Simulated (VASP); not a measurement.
Energy against volume of MnO₂ (rutile). Calculation: RPBE GGA, VASP's PBE PAW potentials (set 64) (plane waves; VASP). Numerical set-up: 520 eV cut-off, 7×7×11 Γ-centred mesh, first-order Methfessel-Paxton smearing of 0.10 eV, potentials Mn_pv O.

Shape and ions are relaxed at each volume.

| V (Å³/atom) | E (eV/atom) |
|---|---|
| 9.386 | -7.55415 |
| 9.677 | -7.56053 |
| 9.967 | -7.55588 |
| 10.257 | -7.54203 |

### Question
Fit these four points and predict the energy of the run at 9.096 Å³/atom.

### Answer
A cubic in V^(−2/3), the third-order Birch-Murnaghan form, passes through the four points with V0 = 9.69 Å³/atom and B0 = 201 GPa, and gives -7.5346 eV/atom there. The run gave -7.5346 eV/atom, +0.1 meV/atom from the fit; all five points give B0 = 201 GPa.

The compound is MnO2 in the rutile structure. It was relaxed first.
